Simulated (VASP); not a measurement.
# SrMg (Pm-3m) in VASP: further runs, part 2 of 2

VASP 6.6.1.

### Step 3. Relaxation of cell and atoms, LDA

INCAR reads:

```
ALGO     = Fast           # electronic algorithm
EDIFF    = 1E-6           # SCF threshold, eV
EDIFFG   = -0.005         # ionic threshold
ENCUT    = 600            # plane-wave cutoff, eV
GGA      = CA             # functional
IBRION   = 2              # ionic algorithm
ISIF     = 3              # what is computed and relaxed
ISMEAR   = 0              # smearing method
LASPH    = T              # aspherical terms in the spheres
LCHARG   = F              # write CHGCAR
LREAL    = F              # projectors in reciprocal space
LWAVE    = F              # write WAVECAR
NELM     = 60             # most SCF steps
NSW      = 70             # ionic steps
PREC     = Accurate       # precision mode
SIGMA    = 0.1            # smearing width, eV
```

KPOINTS reads:

```
k-points
0
Gamma
  10 10 10
```

POSCAR reads:

```
SrMg
1.0
    4.1855204642      0.0000000000      0.0000000000
    0.0000000000      4.1855204642      0.0000000000
    0.0000000000      0.0000000000      4.1855204642
Sr Mg
1 1
Direct
    0.5000000000      0.5000000000      0.5000000000
    0.0000000000      0.0000000000      0.0000000000
```

Potentials or basis: VASP PAW LDA potentials, release 64 (Sr_sv, Mg).

On the command line:

```
cat potpaw_LDA.64/Sr_sv/POTCAR potpaw_LDA.64/Mg/POTCAR > POTCAR
mpirun -np 1 vasp_std > vasp.out
```

OUTCAR:

```text
EDIFF = 1E-6
   EDIFFG = -0.005
   ENCUT = 600
   GGA = CA
   IBRION = 2
   ISIF = 3
   ISMEAR = 0
   LASPH = T
   LREAL = F
   NELM = 60
   NSW = 70
   PREC = Accurate

 ion  position               nearest neighbor table
   1  0.500  0.500  0.500-   2 3.62   2 3.62   2 3.62   2 3.62   2 3.62   2 3.62   2 3.62   2 3.62

   2  0.000  0.000  0.000-   1 3.62   1 3.62   1 3.62   1 3.62   1 3.62   1 3.62   1 3.62   1 3.62

  LATTYP: Found a simple cubic cell.
 ALAT       =     4.1855204642

  Lattice vectors:

 A1 = (   4.1855204642,   0.0000000000,   0.0000000000)
 A2 = (   0.0000000000,   4.1855204642,   0.0000000000)
 A3 = (   0.0000000000,   0.0000000000,   4.1855204642)

Analysis of symmetry for initial positions (statically):
=====================================================================
 Subroutine PRICEL returns:
 Original cell was already a primitive cell.

 Routine SETGRP: Setting up the symmetry group for a
 simple cubic supercell.

 Subroutine GETGRP returns: Found 48 space group operations
 (whereof 48 operations were pure point group operations)
 out of a pool of 48 trial point group operations.

The static configuration has the point symmetry O_h .

Analysis of symmetry for dynamics (positions and initial velocities):
=====================================================================
 Subroutine PRICEL returns:
 Original cell was already a primitive cell.

 Routine SETGRP: Setting up the symmetry group for a
 simple cubic supercell.

 Subroutine GETGRP returns: Found 48 space group operations
 (whereof 48 operations were pure point group operations)
 out of a pool of 48 trial point group operations.

The dynamic configuration has the point symmetry O_h .

 Subroutine INISYM returns: Found 48 space group operations
 (whereof 48 operations are pure point group operations),
 and found     1 'primitive' translations

----------------------------------------------------------------------------------------

                                     Primitive cell

[... 128 lines left out ...]
 NGX is ok and might be reduce to    36
   NGX = 17   NGY = 17   NGZ = 17

--------------------------------------- Ionic step        1  -------------------------------------------

 number of electron      12.0000000 magnetization

 Free energy of the ion-electron system (eV)
  ---------------------------------------------------
  ext. energy  EPLUGINS =         0.00000000
  ---------------------------------------------------
  free energy    TOTEN  =        -3.86986197 eV

  energy without entropy =       -3.86198942  energy(sigma->0) =       -3.86592570

------------------------ aborting loop because EDIFF is reached ----------------------------------------

  FORCE on cell =-STRESS in cart. coord.  units (eV):
  Direction    XX          YY          ZZ          XY          YZ          ZX
  --------------------------------------------------------------------------------------
  -------------------------------------------------------------------------------------
  Total       -0.8781705     -0.8781705     -0.8781705     -0.0000000      0.0000000     -0.0000000
  in kB      -19.1884987    -19.1884987    -19.1884987     -0.0000000      0.0000000     -0.0000000
  external PRESSURE =     -19.1884987 kB  Pullay stress =       0.0000000 kB
[... 95 lines left out ...]
--------------------------------------- Ionic step        4  -------------------------------------------

 number of electron      12.0000000 magnetization

 Free energy of the ion-electron system (eV)
  ---------------------------------------------------
  ext. energy  EPLUGINS =         0.00000000
  ---------------------------------------------------
  free energy    TOTEN  =        -3.91484957 eV

  energy without entropy =       -3.90725369  energy(sigma->0) =       -3.91105163

 E-fermi :   2.1104     XC(G=0):  -8.4664

 val. band max:        2.0840605110   @ k =   0.5000   0.3000   0.3000
 cond. band min:       2.1162083996   @ k =   0.5000   0.5000   0.1000
 fundamental gap:      0.0321478885
 Fermi energy:         2.1104245163

 k-point     1 :       0.0000    0.0000    0.0000
  band No.  band energies     occupation
      1     -33.5126      2.00000
      2     -15.5678      2.00000
      3     -15.5678      2.00000
      4     -15.5678      2.00000
      5      -2.8952      2.00000
      6       2.8437      0.00000
      7       2.8437      0.00000
      8       6.1150      0.00000
      9       6.1150      0.00000
     10       6.1150      0.00000
[... 287 lines left out ...]
 k-point    24 :       0.3000    0.1000    0.1000
  band No.  band energies     occupation
      1     -33.5035      2.00000
      2     -15.7002      2.00000
      3     -15.5742      2.00000
      4     -15.5721      2.00000
      5      -1.7336      2.00000
      6       1.6201      2.00000
      7       3.2119      0.00000
      8       4.4146      0.00000
      9       4.5583      0.00000
     10       6.2190      0.00000

 [... further k-points ...]
[... 5 lines left out ...]
  --------------------------------------------------------------------------------------
  -------------------------------------------------------------------------------------
  Total       -0.0002251     -0.0002251     -0.0002251      0.0000000     -0.0000000      0.0000000
  in kB       -0.0054343     -0.0054343     -0.0054343      0.0000000     -0.0000000      0.0000000
  external PRESSURE =      -0.0054343 kB  Pullay stress =       0.0000000 kB
[... 17 lines left out ...]
  FREE ENERGIE OF THE ION-ELECTRON SYSTEM (eV)
  ---------------------------------------------------
  free  energy   TOTEN  =        -3.9148495742 eV

  energy  without entropy=       -3.9072536930  energy(sigma->0) =       -3.91105163

 reached required accuracy - stopping structural energy minimisation
```

OSZICAR:

```text
N       E                     dE             d eps       ncg     rms          rms(c)
DAV:   1     0.495675093430E+02    0.49568E+02   -0.60523E+03  1136   0.108E+03
[... 50 lines left out ...]
       N       E                     dE             d eps       ncg     rms          rms(c)
DAV:   1    -0.391510577961E+01   -0.26737E-03   -0.66290E-03  1270   0.709E-01    0.153E-01
RMM:   2    -0.391490148525E+01    0.20429E-03   -0.50700E-04  1131   0.235E-01    0.552E-02
RMM:   3    -0.391484638036E+01    0.55105E-04   -0.16167E-04  1197   0.108E-01    0.589E-02
RMM:   4    -0.391484525685E+01    0.11235E-05   -0.73956E-05  1308   0.512E-02    0.134E-02
RMM:   5    -0.391484881256E+01   -0.35557E-05   -0.27028E-05  1192   0.246E-02    0.632E-03
RMM:   6    -0.391484957424E+01   -0.76168E-06   -0.47610E-06   971   0.115E-02
   4 F= -.39148496E+01 E0= -.39110516E+01  d E =-.449876E-01
```

Wall time 2.7 min (1 thread of Intel Xeon Platinum 8488C (Sapphire Rapids), shared host); peak memory 0.23 GiB.

Results:

```yaml
Free_energy: -3.9148 eV
Relaxed_volume: 33.19 Å³/atom
Relaxed_cell: a = 4.049 Å, b = 4.049 Å, c = 4.049 Å, α = 90.00°, β = 90.00°, γ = 90.00°
Space_group_after_relaxing_to_0.05_Å: Pm-3m (No. 221)
Energy_gained_by_relaxing: 22.5 meV/atom
Ionic_steps: 4
Pressure_after_relaxing: 0.0 GPa
Band_gap_on_the_k_mesh: none (metal or under the smearing width)
```

Step by step:
```csv
step,energy change (eV),largest force (eV/Å),pressure (GPa),volume (Å³)
1,0.0000,0.0000,-1.92,73.32
2,-0.0392,0.0000,-0.77,68.76
3,-0.0450,0.0000,-0.04,66.51
4,-0.0450,0.0000,0.00,66.38
```

Final structure:
```
CELL_PARAMETERS angstrom
4.04898 0.00000 0.00000
0.00000 4.04898 0.00000
0.00000 0.00000 4.04898
ATOMIC_POSITIONS crystal
Sr 0.50000 0.50000 0.50000
Mg 0.00000 0.00000 0.00000
```

LDA usually gives volumes a few per cent too small. Zero-point motion and thermal expansion aren't in these numbers.
